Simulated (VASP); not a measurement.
A convergence study with VASP on FePt (space group no. 123 when undisturbed): one setting is varied, all else stays as given below, so the limit is that of these other settings. One atom is moved off its site, so that forces are finite.

```xyz
2
Lattice="2.7336 0.0000 0.0000 0.0000 2.7336 0.0000 0.0000 0.0000 3.7285" Properties=species:S:1:pos:R:3 pbc="T T T"
Fe     0.0000     0.0000     0.0500
Pt     1.3668     1.3668     1.8643
```
Starting moments (μB, in the order of the record's atoms Fe Pt): 3.0 0.0.

All values below come from PBE GGA, VASP's PBE PAW potentials (set 64) (plane waves; VASP). The tightest run used: 300 eV cut-off, 19×19×14 Γ-centred mesh, Gaussian smearing of 0.10 eV, potentials Fe Pt.

```
setting     E (eV/atom)  pressure (GPa)  largest force (eV/Å)  moment (μB)  irreducible k-points
----------  -----------  --------------  --------------------  -----------  --------------------
2×2×2 mesh      -6.3916           10.90                 0.483        3.507                     6
3×3×2 mesh      -7.3727            4.88                 0.414        3.752                     6
3×3×3 mesh      -7.4604            2.12                 0.420        3.487                     6
4×4×3 mesh      -7.4269            0.59                 0.476        3.319                    12
5×5×4 mesh      -7.3648            2.59                 0.424        3.533                    18
6×6×4 mesh      -7.4117            0.12                 0.425        3.290                    30
6×6×5 mesh      -7.4095            0.04                 0.429        3.254                    30
7×7×5 mesh      -7.3925            1.00                 0.424        3.283                    30
```

These are the cheaper rows. Estimate the results at 19×19×14 mesh, and how far the last row shown lies from them.

```
quantity              tightest run  last row shown is off by
--------------------  ------------  ------------------------
E (eV/atom)                -7.4030                    0.0106
pressure (GPa)                0.61                      0.39
largest force (eV/Å)         0.423                     0.001
moment (μB)                  3.303                    -0.021
```

Left out are rungs that failed or repeat a setting and relaxations that didn't move; long series are thinned to 24 rows.

The structure is a typed FePt crystal (space group no. 123). The cell was not relaxed at this level, it is distorted from the ideal structure. The spin order is the one that the start imposed; others were not tried in this run.
